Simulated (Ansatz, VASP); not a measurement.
# Cross-check of NaCl between VASP and Ansatz, part 2 of 2

Wanted: the spread between two codes on one cell, functional and k mesh. The cell is taken from a series of runs on this material, whose earlier steps may have relaxed, scaled, displaced or heated it; both programs get it as it stands.

VASP 6.6.1 and Ansatz 0.2.0.

So far: Set-up; VASP: zone-centre phonons, LDA.

### Step 3. Ansatz: zone-centre phonons, LDA

Level of this step: Ansatz beside VASP: Kohn-Sham DFT, plane waves, LDA (Ansatz).

Ansatz runs on its default PAW (the set named soft_2) files.

The same cell, functional (in two slightly different forms) and mesh now go to Ansatz.

input.yaml reads:

```yaml
crystal:
  lattice:
    - [0.0, 2.735317884, 2.735317884]
    - [2.735317884, 0.0, 2.735317884]
    - [2.735317884, 2.735317884, 0.0]
  atoms:
    - { symbol: Na, position: [0.0, 0.0, 0.0] }
    - { symbol: Cl, position: [0.5, 0.5, 0.5] }
kpoints:
  mp_grid: { grid: [4, 4, 4] }
hamiltonian:
  xc: lda
scf:
  occupations: { method: fixed }
output:
  eigenvalues: true
basis:
  ecutwfc: 260.0
phonons:
  method: dfpt
  dielectric: true
  rigid_motions: translations
```

On the command line:

```console
$ ansatz run input.yaml --threads 4 --pin off --max-ram 15360MiB --backend cpu --events-out ev --progress --plain --runs-dir out
```

Numbers of over 12 decimals in the logs are rounded to 6 here.

Log:

```text
Warning: basis.ecutwfc = 260 eV is below the records' recommended 420 eV, and the density's cutoff is lower with it unless basis.ecutrho_ratio is high enough to keep the records' density cutoff: compare with a run at a higher cutoff
Engine: ansatz 0.2.0, x86_64-unknown-linux-gnu
Pseudopotentials: kind: paw
Pseudopotential: Na, paw, valence charge 9, recommended cutoff 420 eV (normal), Na.paw.azcp
Pseudopotential: Cl, paw, valence charge 7, recommended cutoff 420 eV (normal), Cl.paw.azcp
Functional definition: SPW92
  exchange = slater_x
  correlation = pw_c
Crystal: 2 atoms, lattice volume = 40.931 Å³
Basis set: ecut = 260 eV, 387 PW (Γ), exchange–correlation on 48×48×48 points (8 copies of the dense FFT grid, shifted against one another)
Bands: 12, of which v1, the nominal top of the filled ones, is band 8 counted from 1 (7 counted from 0)
Symmetry: 48 space group operations
k-points: 13 of 64 (irreducible under 8 space group operations, time reversal used)
Non-local potential: Na, projectors of the file, l = 0: 3, l = 1: 2, l = 2: 1
Non-local potential: Cl, projectors of the file, l = 0: 2, l = 1: 2, l = 2: 2
PAW form: soft (Blöchl's): semilocal exchange-correlation on the pseudo side does not see the compensation charge
PAW frozen core: Na, regenerated for the run's functional, and the local potential with it (the file was generated under x = pbe(κ = 0.804, μ = 0.219515), c = pbe(β = 0.066725))
PAW frozen core: Cl, regenerated for the run's functional, and the local potential with it (the file was generated under x = pbe(κ = 0.804, μ = 0.219515), c = pbe(β = 0.066725))
PAW one-centre angular grid: Na, 110 points (default); XC on 64 Gauss nodes
PAW one-centre angular grid: Cl, 110 points (default); XC on 64 Gauss nodes
Initial density: superposition of atomic densities (neutral atoms: chi_scale 0, normalization atom), corrected by the library's trained network
Initial wavefunctions: pseudopotential atomic-orbital guess
Functional: x = slater, c = lda
SCF iter   1: F=—  HF=-2514.027082 eV  |F-HF|=—  |Δ(HF+E_count)|=         —  Δρ=1.34e-2  dr2=3.08e-2  ethr=1.77e-3  ⟨swp⟩=4.5  Hψ=762  notcnv=0  defer=17
preconditioner: auto → none  [insulator: Δε(μ)=4.953 eV  Ē_g=20.806 eV  n_scr=14 (ndim 8)  ℏωp=21.7 eV  f_vac=0.020  ε∞_Penn≈2.1]
SCF iter   2: F=—  HF=-2514.003924 eV  |F-HF|=—  |Δ(HF+E_count)|=   2.32e-2  Δρ=3.46e-3  dr2=2.21e-3  ethr=1.92e-4  ⟨swp⟩=2.0  Hψ=395  notcnv=0  defer=21
SCF iter   3: F=—  HF=-2514.003249 eV  |F-HF|=—  |Δ(HF+E_count)|=   6.75e-4  Δρ=1.11e-3  dr2=1.98e-4  ethr=1.38e-5  ⟨swp⟩=2.0  Hψ=278  notcnv=0  defer=21
SCF iter   4: F=—  HF=-2514.003236 eV  |F-HF|=—  |Δ(HF+E_count)|=   1.22e-5  Δρ=3.07e-4  dr2=5.80e-5  ethr=1.24e-6  ⟨swp⟩=2.0  Hψ=227  notcnv=0  defer=19
SCF iter   5: F=—  HF=-2514.003215 eV  |F-HF|=—  |Δ(HF+E_count)|=   2.12e-5  Δρ=4.23e-5  dr2=6.17e-7  ethr=3.63e-7  ⟨swp⟩=2.0  Hψ=196  notcnv=0
SCF iter   6: F=—  HF=-2514.003218 eV  |F-HF|=—  |Δ(HF+E_count)|=   2.50e-6  Δρ=1.33e-5  dr2=1.08e-7  ethr=3.85e-9  ⟨swp⟩=2.0  Hψ=208  notcnv=0
SCF iter   7: F=—  HF=-2514.003218 eV  |F-HF|=—  |Δ(HF+E_count)|=   3.90e-8  Δρ=2.47e-6  dr2=3.83e-9  ethr=6.74e-10  ⟨swp⟩=2.0  Hψ=196  notcnv=0
SCF iter   8: F=-2514.003218 eV  HF=-2514.003218 eV  |F-HF|=1.96e-11  |Δ(HF+E_count)|=   1.40e-9  Δρ=1.93e-7  dr2=2.56e-11  ethr=1.00e-12  ⟨swp⟩=5.0  Hψ=891  notcnv=0
SCF 1 converged in 8 iterations: F = -2514.003218 eV  dr2 = 2.56e-11
  greatest PAW one-centre occupation: 1.013 electrons in one spin orbital (limit 2), on the Na atom at site 0 (counted from 0), in its partial waves of l = 1
NSCF: frozen V_eff on 1 k-points
DFPT response loops at Γ: preconditioner auto → none (the input reference at scf.mixing.eps_inf says where Resta's filter doesn't serve); β = 0.50; Broyden in place of MSR1
── the response to a field inside a basis, on 4×4×4 k-points: an SCF that follows is theirs, and a resumed run solves both again ──
Bands: 9, of which v1, the nominal top of the filled ones, is band 8 counted from 1 (7 counted from 0)
k-points: 10 of 64 (irreducible under 12 space group operations)
Initial density: handed on by an earlier stage of this run
Initial wavefunctions: pseudopotential atomic-orbital guess (no wavefunctions were taken with the density)
Eigensolver: Dense (10 Hₖ)
SCF iter   1: F=—  HF=-2514.293615 eV  |F-HF|=—  |Δ(HF+E_count)|=         —  Δρ=6.68e-3  dr2=4.10e-3  ethr=1.00e-1
preconditioner: auto → none  [insulator: Δε(μ)=5.666 eV  Ē_g=18.877 eV  n_scr=14 (ndim 8)  ℏωp=21.7 eV  f_vac=0.005  ε∞_Penn≈2.3]
SCF iter   2: F=—  HF=-2514.290371 eV  |F-HF|=—  |Δ(HF+E_count)|=   3.24e-3  Δρ=2.02e-3  dr2=3.24e-4  ethr=2.56e-5
SCF iter   3: F=—  HF=-2514.290408 eV  |F-HF|=—  |Δ(HF+E_count)|=   3.74e-5  Δρ=6.65e-4  dr2=4.29e-5  ethr=2.02e-6
SCF iter   4: F=—  HF=-2514.290423 eV  |F-HF|=—  |Δ(HF+E_count)|=   1.43e-5  Δρ=6.43e-5  dr2=2.24e-6  ethr=2.68e-7
SCF iter   5: F=-2514.290422 eV  HF=-2514.290422 eV  |F-HF|=6.42e-9  |Δ(HF+E_count)|=   7.91e-7  Δρ=8.56e-6  dr2=1.48e-8  ethr=1.40e-8
SCF 1 converged in 5 iterations: F = -2514.290422 eV  dr2 = 1.48e-8
  greatest PAW one-centre occupation: 1.000 electrons in one spin orbital (limit 2), on the Na atom at site 0 (counted from 0), in its partial waves of l = 1
DFPT response loops at Γ: mixed as the last ones told, above
WARN: field response: ε∞ stands inside a basis, on 4×4×4 points; the force constants stand on the 4×4×4 k-mesh, whose period is 13.50 times the interband length at k = (0.0000, 0.0000, 0.0000), direct gap 5.052 eV, under 14: take them and everything formed from them as unconverged, and compare with a denser kpoints.mp_grid
SCF converged after 8 iterations
Free energy (F): -2514.003218 eV
Harris-Foulkes:  -2514.003218 eV  (|F-HF|=1.96e-11)
Internal energy: -2514.003218 eV  (E = F + TS)
E sigma→0 (E₀):  -2514.003218 eV
Fermi energy:    1.612484 eV
--- Per-component energies (eV) ---
  E_band       = -226.776052
  E_kinetic    = 285.424048
  E_local      = -1483.620685  (includes V_loc(G=0)·N_el)
  E_nonlocal   = 145.259603
  E_hartree    = 519.332651
  E_xc         = -145.291081
  E_vxc        = -172.727508  (∫ρ·V_xc dr)
  E_paw        = -870.302087  (= ΣΔE_a)
  E_vpaw       = -39.775533  (= ΣTr[D̂ρ^β])
  E_aug_tail   = -0.001219  (compensation charges beyond the density's cutoff)
  E_ewald      = -965.135828
  E_core_change = 0.331382  (= ΣΔE_core)
  E_smearing   = -0.000000  (= −TS)
  E_closure    = 0.000000  (closes the sum)
  Σ components = -2514.003218   (vs F -2514.003218, Δ=0.00e0)
--- Band table (eV; the first three rows and the last of 13) ---
  k-point 0: bands = [... 4 lower, -11.2298, 1.6125, 1.6125, 1.6125, 6.6650, 12.4534, 12.4534, 12.4534]
  k-point 1: bands = [... 4 lower, -11.0100, 0.2803, 1.4392, 1.4392, 8.1967, 11.4863, 12.8133, 12.8133]
  k-point 2: bands = [... 4 lower, -10.7733, -0.7105, 1.2801, 1.2801, 8.6385, 12.4188, 12.4188, 12.6279]
  k-point 12: bands = [... 4 lower, -10.6918, 0.1617, 0.1617, 0.6852, 10.4399, 11.1909, 11.1909, 13.0147]
--- Phonons (Γ-DFPT): 2 representative perturbations + reference, on 13 of 64 k-points (Σ response iterations 6) ---
  k mesh reduced under 8 symmetry operations, with k and −k counted as one. Each operation leaves every solved perturbation unchanged. A smaller set is not considered because the run solves the response to a homogeneous field
  ASR residual: 1.915e-4 → 0.000e0 eV/Å²; symmetrization residual: 6.956e-7 eV/Å²
  ASR residual per site (eV/Å²): 6.47e-5 1.91e-4
  Γ frequencies (cm⁻¹): 0.00 0.00 0.00 189.30 189.30 189.30
  ε∞ (high-frequency dielectric tensor):
        2.665122     0.000000     0.000000
        0.000000     2.665122    -0.000000
        0.000000    -0.000000     2.665122
  ε⁰ (static dielectric tensor: ions relaxed, cell fixed):
        5.425864     0.000000     0.000000
        0.000000     5.425864     0.000000
        0.000000     0.000000     5.425864
  ε⁰ − ε∞ (ionic part):
        2.760742     0.000000     0.000000
        0.000000     2.760742     0.000000
        0.000000     0.000000     2.760742
  softest optical mode at Γ: 189.30 cm⁻¹; the repairs (sum rule, projections) moved no ω² at Γ by more than (1.23 cm⁻¹)²
  Born effective charges Z* (e; rows j = field, columns β = displacement):
    site 0:
         1.07129   -0.00000   -0.00000
         0.00000    1.07129    0.00000
         0.00000    0.00000    1.07129
    site 1:
        -1.07129    0.00000    0.00000
        -0.00000   -1.07129   -0.00000
        -0.00000   -0.00000   -1.07129
  Z* charge neutrality: 4.405e-3 e pre-enforcement
  solved inside a basis spanned on kpoints, on 4×4×4 k-points, its susceptibility summed on 8×8×8: ε∞ is read to err by 6.6e-3, Z* by 1.3e-2 e (field_mesh: kpoints solves on kpoints); Z* is corrected for what the basis lacks
  optical modes at Γ without the LO–TO term, one row a degenerate level:
      ω (cm⁻¹)  modes    IR ((D/Å)²/amu)
        189.30      3             5.6958
  optical modes at Γ + LO–TO along q̂ = [1.0000, 0.0000, 0.0000]:
      ω (cm⁻¹)  modes    IR ((D/Å)²/amu)
        189.30      2             3.7972
        270.11      1             1.8986
  optical modes at Γ + LO–TO along q̂ = [0.0000, 1.0000, 0.0000]:
      ω (cm⁻¹)  modes    IR ((D/Å)²/amu)
        189.30      2             3.7972
        270.11      1             1.8986
  optical modes at Γ + LO–TO along q̂ = [0.0000, 0.0000, 1.0000]:
      ω (cm⁻¹)  modes    IR ((D/Å)²/amu)
        189.30      2             3.7972
        270.11      1             1.8986
```

Reading the cycles: dr2 is the Hartree energy of the density residual (eV), the measure of convergence; HF is the Harris–Foulkes estimate of the energy, which meets the free energy F at convergence.

### Step 4. Side by side

Known differences besides the potentials themselves: the two LDA forms differ slightly; fixed occupations in Ansatz, narrow Gaussian smearing in VASP; VASP's response is taken on the typed mesh, Ansatz refines its own for the field response alone; the data sets hold 16 valence electrons in Ansatz (on its default PAW (the set named soft_2) files) and 14 in VASP; the cutoff is 260 eV in Ansatz and 500 eV in VASP; VASP's log shows a relativistic correction to its local exchange, Ansatz's none; Ansatz's log warns that its cutoff lies below the recommended one. Total energies have different zeros and are not compared.

The two programs side by side:

```
                                     quantity  Ansatz   VASP  difference
                                        ε∞ xx    2.67   2.72     -1.84 %
                                        ε∞ yy    2.67   2.72     -1.84 %
                                        ε∞ zz    2.67   2.72     -1.84 %
Born charge of Na1 (mean of the diagonal) (e)    1.07   1.09       -0.02
Born charge of Cl2 (mean of the diagonal) (e)   -1.07  -1.09       +0.02
                   optical mode 1 to 3 (cm⁻¹)   189.3  187.8     +0.78 %
```

Modes are paired by rising frequency, not by their patterns, so a pair may set unlike modes beside each other; they are those without the splitting of longitudinal modes.

### Step 5. What came out

```
r.m.s. difference of the optical zone-centre modes, each program's sorted by frequency (zone-centre phonons, LDA) : 1.5 cm⁻¹
difference in ε∞ xx (zone-centre phonons, LDA)                                                                    : -1.8 %
```

In words: The r.m.s. difference of the optical zone-centre modes, each program's sorted by frequency is 1.5 cm⁻¹ (zone-centre phonons, LDA). The data sets hold unlike numbers of valence electrons (16 in Ansatz and 14 in VASP), so part of the differences comes from the potentials. Among the rows given in per cent, the largest difference of the zone-centre phonons, LDA pair is in ε∞ xx, -1.8 %. How closely two codes agree says nothing of how well the functional describes the real material.

[Lines on the potential files, build, host, timing and source positions are cut from VASP's logs without a mark.]

[Logs are printed without paths, hosts, clocks, repeated set-up lines and the standing remarks that a program may print on its own settings, such as how far it seeks lower states.]

[Hosts, paths, dates, database ids (printed as entryN), source tags and the programs' standing remarks are cut or masked in the printed files.]
